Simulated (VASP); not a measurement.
# Band gap of MoS2 at several levels of theory, part 2 of 3

Aim: the gap of MoS2 on one structure at many levels of theory. The starting structure is a measured crystal structure from the Crystallography Open Database. Cell and atoms stay as given. Meshes and data sets differ where the inputs say so.

VASP 6.6.1.

Results so far: LDA 0.825 eV; PBE 0.901 eV; r2SCAN 1.008 eV.

The database entry behind the starting cell differs from later determinations by our own check (about 0.3 % long), so it need not match the best structure at ambient conditions.

**5. Bands with TB-mBJ**

Level of this step: TB-mBJ; plane waves and PAW (Mo_sv, S) (VASP).

TB-mBJ is a local potential fitted to gaps: it costs far less than a hybrid but gives no energy. Its energies, forces and stress mean nothing.

INCAR reads:

```
SYSTEM = MoS2
PREC = Accurate
ENCUT = 350
EDIFF = 1E-06
NELM = 150
ISMEAR = 0
SIGMA = 0.03
LREAL = .FALSE.
ALGO = Normal
METAGGA = MBJ
LASPH = .TRUE.
NBANDS = 42
LORBIT = 11
LWAVE = .FALSE.
LCHARG = .FALSE.
KPAR = 4
```

POSCAR reads:

```
MoS2
1.0
    3.1690000000      0.0000000000      0.0000000000
   -1.5845000000      2.7444345046      0.0000000000
    0.0000000000      0.0000000000     12.3240000000
Mo S
2 4
Direct
    0.6666666667      0.3333333333      0.7500000000
    0.3333333333      0.6666666667      0.2500000000
    0.6666666667      0.3333333333      0.3770000000
    0.3333333333      0.6666666667      0.8770000000
    0.6666666667      0.3333333333      0.1230000000
    0.3333333333      0.6666666667      0.6230000000
```

KPOINTS reads:

```
Automatic mesh
0
Gamma
8 8 2
0 0 0
```

KPOINTS_OPT reads:

```
Line mode
8
Line-mode
Reciprocal
  0.00000000   0.00000000   0.00000000 GAMMA
  0.50000000   0.00000000   0.00000000 M

  0.50000000   0.00000000   0.00000000 M
  0.33333333   0.33333333   0.00000000 K

  0.33333333   0.33333333   0.00000000 K
  0.00000000   0.00000000   0.00000000 GAMMA

  0.00000000   0.00000000   0.00000000 GAMMA
  0.00000000   0.00000000   0.50000000 A

  0.00000000   0.00000000   0.50000000 A
  0.50000000   0.00000000   0.50000000 L

  0.50000000   0.00000000   0.50000000 L
  0.33333333   0.33333333   0.50000000 H

  0.33333333   0.33333333   0.50000000 H
  0.00000000   0.00000000   0.50000000 A

  0.50000000   0.00000000   0.50000000 L
  0.50000000   0.00000000   0.00000000 M

  0.33333333   0.33333333   0.00000000 K
  0.33333333   0.33333333   0.50000000 H
```

The projector-augmented-wave data sets are Mo_sv and S (PBE family, release 64).

Launch:

```bash
mpirun -np 4 vasp_std
```

Output:

```text
[banner, memory and clock lines left out]
running    4 mpi-ranks, on    1 nodes
[...]
[... a notice as in an earlier step ...]

 LDA part: xc-table for (None), standard interpolation
 POSCAR, INCAR and KPOINTS ok, starting setup
[...]
entering main loop
       N       E                     dE             d eps       ncg     rms          rms(c)
DAV:   1     0.872928471364E+03    0.87293E+03   -0.23836E+04  1848   0.868E+02
DAV:   2     0.505957838451E+03   -0.36697E+03   -0.35140E+03  2038   0.276E+02
DAV:   3     0.492125124741E+03   -0.13833E+02   -0.13653E+02  2040   0.504E+01
DAV:   4     0.491970732160E+03   -0.15439E+00   -0.15426E+00  2006   0.567E+00
[...]
DAV:  89     0.499372465681E+03   -0.19831E-04   -0.20706E-08   840   0.761E-04    0.513E-04
DAV:  90     0.499372455613E+03   -0.10068E-04   -0.10382E-08   840   0.530E-04    0.306E-04
DAV:  91     0.499372454988E+03   -0.62505E-06   -0.38105E-09   840   0.285E-04
   1 F= 0.49937245E+03 E0= 0.49937245E+03  d E =-.637188E-29
 Start KPOINTS_OPT (optional k-point list driver)
k-point batch [1-20\72]
       N       E                     dE             ncg
DAV:   1    -0.238891642141E+04   -0.28457E+05     1904
DAV:   2    -0.964227994206E+04   -0.72534E+04     1996
DAV:   3    -0.991414651026E+04   -0.27187E+03     2060
DAV:   4    -0.991713569955E+04   -0.29892E+01     2008
DAV:   5    -0.991717384045E+04   -0.38141E-01     2014
DAV:   6    -0.991717463460E+04   -0.79415E-03     2108
DAV:   7    -0.991717465243E+04   -0.17826E-04     2012
DAV:   8    -0.991717465286E+04   -0.43449E-06     1408
[...]
k-point batch [61-72\72]
       N       E                     dE             ncg
DAV:   1     0.617493631448E+04   -0.22327E+05     1168
DAV:   2     0.187120318543E+04   -0.43037E+04     1174
DAV:   3     0.170359653946E+04   -0.16761E+03     1208
DAV:   4     0.170175461519E+04   -0.18419E+01     1216
DAV:   5     0.170173196132E+04   -0.22654E-01     1224
DAV:   6     0.170173152633E+04   -0.43499E-03     1240
DAV:   7     0.170173151761E+04   -0.87261E-05     1240
DAV:   8     0.170173151742E+04   -0.18674E-06      824
```

Run time: 82 s. Hardware: 4 MPI ranks of Intel Xeon 6975P-C (Granite Rapids), shared host; peak memory 0.89 GiB.

OUTCAR, selected parts (step 5):

```text
  Total      -65.0618414    -65.0618414    -73.0568451      0.0000000     -0.0000000      0.0000000
  in kB     -972.5459577   -972.5459577  -1092.0554636      0.0000000     -0.0000000      0.0000000
  external PRESSURE =   -1012.3824597 kB  Pullay stress =       0.0000000 kB

 POSITION                                       TOTAL-FORCE (eV/Angst)
 -----------------------------------------------------------------------------------
      1.58450      0.91481      9.24300         0.000000      0.000000      0.000000
     -0.00000      1.82962      3.08100        -0.000000     -0.000000      0.000000
      1.58450      0.91481      4.64615        -0.000000      0.000000     -1.069565
     -0.00000      1.82962     10.80815         0.000000     -0.000000     -1.069565
      1.58450      0.91481      1.51585        -0.000000      0.000000      1.069565
     -0.00000      1.82962      7.67785         0.000000      0.000000      1.069565
 -----------------------------------------------------------------------------------
    total drift:                               -0.000000      0.000000     -0.000000

  FREE ENERGIE OF THE ION-ELECTRON SYSTEM (eV)
  ---------------------------------------------------
  free  energy   TOTEN  =       499.3724549881 eV

  energy  without entropy=      499.3724549881  energy(sigma->0) =      499.37245499

[... 2 parts as in an earlier step ...]

[... 1 further part left out ...]
[key lines of the parts left out:]
E-fermi :   7.6154
```

TB-mBJ gives a least gap of 1.146 eV, and a least direct gap of 1.668 eV. The least gap is +0.320 eV from that of LDA.

**6. Bands with LDA+U (Mo d 4.38 eV)**

The U is chosen by hand, not computed for this crystal, and pushes the named shell towards whole occupations.

INCAR reads:

```
SYSTEM = MoS2
PREC = Accurate
ENCUT = 350
EDIFF = 1E-06
NELM = 100
ISMEAR = 0
SIGMA = 0.03
LREAL = .FALSE.
ALGO = Normal
GGA = CA
NBANDS = 42
LDAU = .TRUE.
LDAUTYPE = 2
LDAUL = 2 -1
LDAUU = 4.38 0
LDAUJ = 0 0
LDAUPRINT = 1
LASPH = .TRUE.
LMAXMIX = 4
LORBIT = 11
LWAVE = .FALSE.
LCHARG = .FALSE.
KPAR = 4
```

POSCAR is that of step 5.

KPOINTS is that of step 5.

KPOINTS_OPT is that of step 5.

The projector-augmented-wave data sets are Mo_sv and S (LDA family, release 64).

Launch:

```bash
mpirun -np 4 vasp_std
```

Output:

```text
[... set-up lines as in an earlier step ...]
 entering main loop
       N       E                     dE             d eps       ncg     rms          rms(c)
DAV:   1     0.362073833786E+03    0.36207E+03   -0.23316E+04  1840   0.867E+02
DAV:   2    -0.249664809353E+02   -0.38704E+03   -0.37168E+03  1980   0.284E+02
DAV:   3    -0.418275661883E+02   -0.16861E+02   -0.16644E+02  2048   0.563E+01
DAV:   4    -0.420561906138E+02   -0.22862E+00   -0.22837E+00  2008   0.690E+00
[...]
DAV:  12    -0.384010361302E+02    0.75506E-04   -0.13680E-04  1904   0.529E-02    0.875E-02
DAV:  13    -0.384010309718E+02    0.51584E-05   -0.10384E-04  1998   0.467E-02    0.125E-02
DAV:  14    -0.384010304877E+02    0.48403E-06   -0.76849E-06  1726   0.151E-02
   1 F= -.38401030E+02 E0= -.38401030E+02  d E =-.350292E-52
 Start KPOINTS_OPT (optional k-point list driver)
k-point batch [1-20\72]
       N       E                     dE             ncg
DAV:   1    -0.204928798010E+04   -0.28118E+05     1888
DAV:   2    -0.959494952417E+04   -0.75457E+04     1956
DAV:   3    -0.991373468267E+04   -0.31879E+03     2054
DAV:   4    -0.991803054647E+04   -0.42959E+01     2008
DAV:   5    -0.991809712086E+04   -0.66574E-01     2028
DAV:   6    -0.991809865478E+04   -0.15339E-02     2096
DAV:   7    -0.991809869316E+04   -0.38379E-04     2036
DAV:   8    -0.991809869417E+04   -0.10082E-05     1416
DAV:   9    -0.991809869429E+04   -0.11742E-06     1396
[...]
k-point batch [61-72\72]
       N       E                     dE             ncg
DAV:   1     0.638419781891E+04   -0.22118E+05     1152
DAV:   2     0.189974166954E+04   -0.44845E+04     1130
DAV:   3     0.170351901012E+04   -0.19622E+03     1200
DAV:   4     0.170085214026E+04   -0.26669E+01     1176
DAV:   5     0.170081323735E+04   -0.38903E-01     1212
DAV:   6     0.170081240429E+04   -0.83306E-03     1224
DAV:   7     0.170081238439E+04   -0.19900E-04     1220
DAV:   8     0.170081238390E+04   -0.48935E-06      824
```

Elapsed: 16 s, on 4 MPI ranks; peak memory 0.77 GiB.

OUTCAR, selected parts (step 6):

```text
  Total       -2.3378702     -2.3378702     -1.9004980      0.0000000      0.0000000     -0.0000000
  in kB      -34.9465396    -34.9465396    -28.4086892      0.0000000      0.0000000     -0.0000000
  external PRESSURE =     -32.7672562 kB  Pullay stress =       0.0000000 kB

 POSITION                                       TOTAL-FORCE (eV/Angst)
 -----------------------------------------------------------------------------------
      1.58450      0.91481      9.24300        -0.000000      0.000000      0.000000
     -0.00000      1.82962      3.08100         0.000000      0.000000      0.000000
      1.58450      0.91481      4.64615         0.000000     -0.000000     -0.163289
     -0.00000      1.82962     10.80815        -0.000000      0.000000     -0.163289
      1.58450      0.91481      1.51585         0.000000     -0.000000      0.163289
     -0.00000      1.82962      7.67785        -0.000000     -0.000000      0.163289
 -----------------------------------------------------------------------------------
    total drift:                               -0.000000      0.000000     -0.000000

  FREE ENERGIE OF THE ION-ELECTRON SYSTEM (eV)
  ---------------------------------------------------
  free  energy   TOTEN  =       -38.4010304877 eV

  energy  without entropy=      -38.4010304877  energy(sigma->0) =      -38.40103049

[... 2 parts as in an earlier step ...]

[... 1 further part left out ...]
[key lines of the parts left out:]
E-fermi :   7.7432
```

LDA+U (Mo d 4.38 eV) gives a least gap of 0.859 eV, and a least direct gap of 1.557 eV. The least gap is +0.034 eV from that of LDA.

**7. Bands with r2SCAN+U (Mo d 2.2 eV)**

INCAR, as its differences from that of step 6:

```diff
@@ -9,3 +9,4 @@
 ALGO = Normal
-GGA = CA
+METAGGA = R2SCAN
+LASPH = .TRUE.
 NBANDS = 42
@@ -14,6 +15,5 @@
 LDAUL = 2 -1
-LDAUU = 4.38 0
+LDAUU = 2.2 0
 LDAUJ = 0 0
 LDAUPRINT = 1
-LASPH = .TRUE.
 LMAXMIX = 4
```

POSCAR is that of step 6.

KPOINTS is that of step 6.

KPOINTS_OPT is that of step 6.

The projector-augmented-wave data sets are Mo_sv and S (PBE family, release 64).

Launch:

```bash
mpirun -np 4 vasp_std
```

Output:

```text
[... set-up lines as in an earlier step ...]
 entering main loop
       N       E                     dE             d eps       ncg     rms          rms(c)
DAV:   1     0.293618124548E+03    0.29362E+03   -0.24129E+04  1840   0.888E+02
DAV:   2    -0.889918690625E+02   -0.38261E+03   -0.36748E+03  2044   0.284E+02
DAV:   3    -0.104188597502E+03   -0.15197E+02   -0.15016E+02  2064   0.542E+01
DAV:   4    -0.104377459508E+03   -0.18886E+00   -0.18868E+00  2032   0.642E+00
[...]
DAV:  14    -0.848010343728E+02    0.40674E-05   -0.49161E-06  1906   0.113E-02    0.229E-02
DAV:  15    -0.848010329319E+02    0.14408E-05   -0.87154E-07  1170   0.529E-03    0.103E-02
DAV:  16    -0.848010324203E+02    0.51159E-06   -0.16864E-07   952   0.199E-03
   1 F= -.84801032E+02 E0= -.84801032E+02  d E =-.395086E-58
 Start KPOINTS_OPT (optional k-point list driver)
k-point batch [1-20\72]
       N       E                     dE             ncg
DAV:   1    -0.278613950700E+04   -0.28855E+05     1896
DAV:   2    -0.102954521936E+05   -0.75093E+04     1996
DAV:   3    -0.105919086668E+05   -0.29646E+03     2054
DAV:   4    -0.105957919009E+05   -0.38832E+01     2016
DAV:   5    -0.105958522588E+05   -0.60358E-01     2038
DAV:   6    -0.105958536470E+05   -0.13882E-02     2088
DAV:   7    -0.105958536832E+05   -0.36157E-04     2070
DAV:   8    -0.105958536841E+05   -0.94120E-06     1432
[...]
k-point batch [61-72\72]
       N       E                     dE             ncg
DAV:   1     0.590946525948E+04   -0.22592E+05     1168
DAV:   2     0.147536347551E+04   -0.44341E+04     1180
DAV:   3     0.129430929234E+04   -0.18105E+03     1204
DAV:   4     0.129196397315E+04   -0.23453E+01     1208
DAV:   5     0.129192886371E+04   -0.35109E-01     1224
DAV:   6     0.129192814103E+04   -0.72268E-03     1240
DAV:   7     0.129192812390E+04   -0.17125E-04     1248
DAV:   8     0.129192812349E+04   -0.40996E-06      800
```

It took 71 s on 4 MPI ranks; peak memory 0.82 GiB; 4.7 min of CPU time.

From OUTCAR (step 7):

```text
  Total        1.4714215      1.4714215      0.7244943      0.0000000     -0.0000000      0.0000000
  in kB       21.9948433     21.9948433     10.8297585      0.0000000     -0.0000000      0.0000000
  external PRESSURE =      18.2731484 kB  Pullay stress =       0.0000000 kB

 POSITION                                       TOTAL-FORCE (eV/Angst)
 -----------------------------------------------------------------------------------
      1.58450      0.91481      9.24300         0.000000     -0.000000     -0.000000
     -0.00000      1.82962      3.08100        -0.000000      0.000000     -0.000000
      1.58450      0.91481      4.64615        -0.000000      0.000000     -0.083524
     -0.00000      1.82962     10.80815        -0.000000     -0.000000     -0.083524
      1.58450      0.91481      1.51585        -0.000000      0.000000      0.083524
     -0.00000      1.82962      7.67785         0.000000     -0.000000      0.083524
 -----------------------------------------------------------------------------------
    total drift:                               -0.000000      0.000000     -0.000000

  FREE ENERGIE OF THE ION-ELECTRON SYSTEM (eV)
  ---------------------------------------------------
  free  energy   TOTEN  =       -84.8010324203 eV

  energy  without entropy=      -84.8010324203  energy(sigma->0) =      -84.80103242

[... 2 parts as in an earlier step ...]

[... 1 further part left out ...]
[key lines of the parts left out:]
E-fermi :   7.7527
```

r2SCAN+U (Mo d 2.2 eV) gives a least gap of 1.028 eV, and a least direct gap of 1.717 eV. The least gap is +0.203 eV from that of LDA.

**8. Bands with LDA + spin-orbit coupling**

Spin-orbit coupling is switched on in this step. This run uses a 6×6×2 mesh.

INCAR reads:

```
SYSTEM = MoS2
PREC = Accurate
ENCUT = 350
EDIFF = 1E-06
NELM = 100
ISMEAR = 0
SIGMA = 0.03
LREAL = .FALSE.
ALGO = Normal
GGA = CA
LNONCOLLINEAR = .TRUE.
MAGMOM = 0 0 0 0 0 0 0 0 0 0 0 0 0 0 0 0 0 0
NBANDS = 64
GGA_COMPAT = .FALSE.
LASPH = .TRUE.
LSORBIT = .TRUE.
LMAXMIX = 4
LORBIT = 11
LWAVE = .FALSE.
LCHARG = .FALSE.
KPAR = 4
```

POSCAR is that of step 7.

KPOINTS reads:

```
Automatic mesh
0
Gamma
6 6 2
0 0 0
```

KPOINTS_OPT is that of step 7.

PAW data sets: Mo_sv and S (LDA family, release 64).

Launch:

```bash
mpirun -np 4 vasp_ncl
```

Output:

```text
[... set-up lines as in an earlier step ...]
 entering main loop
       N       E                     dE             d eps       ncg     rms          rms(c)
DAV:   1     0.389665275037E+03    0.38967E+03   -0.23844E+04  2064   0.114E+03
DAV:   2    -0.262038357278E+02   -0.41587E+03   -0.40239E+03  2160   0.354E+02
DAV:   3    -0.513664678746E+02   -0.25163E+02   -0.24838E+02  2208   0.772E+01
DAV:   4    -0.520738928870E+02   -0.70743E+00   -0.70334E+00  2280   0.123E+01
[...]
DAV:  13    -0.490852996327E+02    0.29896E-04   -0.11409E-04  2168   0.598E-02    0.182E-02
DAV:  14    -0.490852995923E+02    0.40371E-07   -0.23807E-05  2320   0.225E-02    0.175E-02
DAV:  15    -0.490852993168E+02    0.27549E-06   -0.17903E-06  1656   0.780E-03
   1 F= -.49085299E+02 E0= -.49085299E+02  d E =-.340153E-42  mag=     0.0000     0.0000     0.0000
 Start KPOINTS_OPT (optional k-point list driver)
k-point batch [1-14\72]
       N       E                     dE             ncg
DAV:   1    -0.760977362391E+03   -0.16447E+05     2120
DAV:   2    -0.651851852893E+04   -0.57575E+04     2144
DAV:   3    -0.687766391469E+04   -0.35915E+03     2208
DAV:   4    -0.688829329587E+04   -0.10629E+02     2240
DAV:   5    -0.688860019114E+04   -0.30690E+00     2240
DAV:   6    -0.688860987703E+04   -0.96859E-02     2328
DAV:   7    -0.688861017054E+04   -0.29351E-03     2168
DAV:   8    -0.688861017889E+04   -0.83581E-05     1952
DAV:   9    -0.688861017932E+04   -0.42378E-06     1512
[...]
k-point batch [71-72\72]
       N       E                     dE             ncg
DAV:   1     0.200968730266E+05   -0.37835E+04      320
DAV:   2     0.193385027051E+05   -0.75837E+03      296
DAV:   3     0.192927780901E+05   -0.45725E+02      320
DAV:   4     0.192917348941E+05   -0.10432E+01      304
DAV:   5     0.192917115213E+05   -0.23373E-01      304
DAV:   6     0.192917109315E+05   -0.58986E-03      304
DAV:   7     0.192917109021E+05   -0.29408E-04      296
DAV:   8     0.192917109016E+05   -0.46752E-06      248
```

It took 79 s on 4 MPI ranks; peak memory 1.4 GiB; 5.2 min of CPU time.

OUTCAR, selected parts (step 8):

```text
  Total       -4.0600275     -4.0600275     -3.7699737      0.0000000      0.0000000      0.0000000
  in kB      -60.6893887    -60.6893887    -56.3536571      0.0000000      0.0000000      0.0000000
  external PRESSURE =     -59.2441449 kB  Pullay stress =       0.0000000 kB

 POSITION                                       TOTAL-FORCE (eV/Angst)
 -----------------------------------------------------------------------------------
      1.58450      0.91481      9.24300         0.000000     -0.000000      0.000000
     -0.00000      1.82962      3.08100        -0.000000      0.000000      0.000000
      1.58450      0.91481      4.64615        -0.000000     -0.000000     -0.455001
     -0.00000      1.82962     10.80815        -0.000000      0.000000     -0.455001
      1.58450      0.91481      1.51585        -0.000000     -0.000000      0.455001
     -0.00000      1.82962      7.67785        -0.000000      0.000000      0.455001
 -----------------------------------------------------------------------------------
    total drift:                                0.000000     -0.000000      0.000000

  FREE ENERGIE OF THE ION-ELECTRON SYSTEM (eV)
  ---------------------------------------------------
  free  energy   TOTEN  =       -49.0852993168 eV

  energy  without entropy=      -49.0852993168  energy(sigma->0) =      -49.08529932

 magnetization (x)
# of ion       s       p       d       tot
------------------------------------------
    1        0.000  -0.000   0.000   0.000
    2        0.000  -0.000   0.000   0.000
    3       -0.000   0.000   0.000   0.000
    4        0.000   0.000   0.000   0.000
    5        0.000   0.000   0.000   0.000
    6        0.000   0.000   0.000   0.000
--------------------------------------------------
tot          0.000   0.000   0.000   0.000

 magnetization (y)
# of ion       s       p       d       tot
------------------------------------------
    1        0.000   0.000   0.000   0.000
    2        0.000   0.000  -0.000  -0.000
    3        0.000   0.000   0.000   0.000
    4        0.000   0.000   0.000   0.000
    5        0.000   0.000   0.000   0.000
    6        0.000   0.000   0.000   0.000
--------------------------------------------------
tot          0.000   0.000   0.000   0.000

 magnetization (z)
# of ion       s       p       d       tot
------------------------------------------
    1        0.000   0.000   0.000   0.000
    2        0.000   0.000   0.000   0.000
    3        0.000   0.000   0.000   0.000
    4        0.000   0.000   0.000   0.000
    5        0.000   0.000   0.000   0.000
    6        0.000   0.000   0.000   0.000
--------------------------------------------------
tot          0.000   0.000   0.000   0.000

[... 1 part as in an earlier step ...]

[... 2 further parts left out ...]
[key lines of the parts left out:]
E-fermi :   7.6421
```

LDA + spin-orbit coupling gives a least gap of 0.817 eV, and a least direct gap of 1.621 eV. The least gap is -0.008 eV from that of LDA, on another mesh, which alone can move a gap by some hundredths of an eV.

[end of part 2 of 3]

[Lines on the potential files, build, host, timing and source positions are cut from VASP's logs without a mark.]

[Logs are printed without paths, hosts, clocks, repeated set-up lines and the standing remarks that a program may print on its own settings, such as how far it seeks lower states.]

[Hosts, paths, dates, database ids (printed as entryN), source tags and the programs' standing remarks are cut or masked in the printed files.]
